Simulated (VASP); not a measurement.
Data:

```
TiH2
1.0
    2.91968     0.00000     0.00000
   -1.45984     2.52852     0.00000
    0.00000     0.00000     4.71005
Ti H
1 2
Direct
  0.00000   0.00000   0.00000
  0.33333   0.66667   0.25200
  0.66667   0.33333   0.74800
```

Calculation: PBE GGA, VASP's PBE PAW potentials (set 64) (plane waves; VASP). Numerical set-up: 300 eV cut-off, 13×13×7 Γ-centred mesh, Fermi-Dirac smearing of 0.10 eV, potentials Ti_sv H.

At this cut-off the stress carries a Pulay error, which pulls relaxed volumes low. Energy and stress use the plane-wave basis of the starting cell.

**Question.** The ions, cell shape and volume are relaxed. Give the cell that the relaxation ends in.

**Answer.** 
```
TiH2
1.0
    2.84149     0.00000     0.00000
   -1.42075     2.46080     0.00000
    0.00000     0.00000     4.25203
Ti H
1 2
Direct
  0.00000   0.00000   0.00000
  0.33333   0.66667   0.22766
  0.66667   0.33333   0.77234
```
Space group P-3m1 (164), at a tolerance of 0.03 Å.

**Question.** How do energy and volume change from the first to the last step?

**Answer.** The energy (σ→0) changes by -93.5 meV/atom and the volume by -14.5 %, in 11 ionic steps.

```csv
step,E(σ→0) (eV),max force (eV/Å),pressure (GPa),volume (Å³)
1,-14.8454,0.825,-12.07,34.77
2,-15.0901,0.291,-1.47,30.56
3,-15.0941,0.206,0.38,30.05
4,-15.1033,0.166,0.31,30.06
5,-15.1208,0.066,0.03,30.07
6,-15.1163,0.090,-0.97,30.01
7,-15.1254,0.000,-0.38,30.06
8,-15.1257,0.030,0.26,29.84
9,-15.1256,0.018,0.02,29.93
10,-15.1258,0.015,0.00,29.88
11,-15.1260,0.009,0.01,29.73
```

The structure was generated: TiH2 was put into an ordered model structure, which need not be its known phase. This run relaxes it. Symmetry was kept, so distortions that lower it aren't found. The run is one of a series of settings (EDIFFG = -0.01, IBRION = 2, ISIF = 3, NSW = 50 against the base run), some of them coarse on purpose.
